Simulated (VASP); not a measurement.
Given:

```yaml
crystal:
  lattice:
    - [4.08268, 0.00000, 0.00000]
    - [0.00000, 4.08268, 0.00000]
    - [0.00000, 0.00000, 4.08268]
  atoms:
    - { symbol: K, position: [0.00000, 0.00000, 0.00000] }
    - { symbol: Zn, position: [0.50000, 0.50000, 0.50000] }
    - { symbol: F, position: [0.50000, 0.00000, 0.50000] }
    - { symbol: F, position: [0.00000, 0.50000, 0.50000] }
    - { symbol: F, position: [0.50000, 0.50000, 0.00000] }
```

Level of theory: optB88-vdW, VASP's PBE PAW potentials (set 64) (plane waves; VASP). Numerical set-up: 520 eV cut-off, Gaussian smearing of 0.050 eV, potentials K_sv Zn F.

Problem. Give the energies of bands 9 to 22 at the high-symmetry points, in eV from the valence-band maximum.

Solution. 
| band | Γ | X | M | R |
|---|---|---|---|---|
| 9 | -3.89 | -3.75 | -5.11 | -5.10 |
| 10 | -3.89 | -3.75 | -4.38 | -5.10 |
| 11 | -3.38 | -3.75 | -3.80 | -4.17 |
| 12 | -3.38 | -3.75 | -3.80 | -4.17 |
| 13 | -3.38 | -3.38 | -3.44 | -4.17 |
| 14 | -3.06 | -3.06 | -2.47 | -1.81 |
| 15 | -3.06 | -2.66 | -2.16 | -1.81 |
| 16 | -1.88 | -2.08 | -2.16 | -1.81 |
| 17 | -1.88 | -1.84 | -1.99 | -1.33 |
| 18 | -1.88 | -1.84 | -1.68 | -1.33 |
| 19 | -1.68 | -1.59 | -1.68 | -1.33 |
| 20 | -1.68 | -1.59 | -1.35 | 0.00 |
| 21 | -1.68 | -1.56 | 0.00 | 0.00 |
| 22 | 3.81 | 6.49 | 7.97 | 8.56 |

The gap is indirect, 3.81 eV, from the valence maximum at R to the conduction minimum at Γ.

The compound is KZnF3 in the cubic perovskite structure. It was relaxed first.
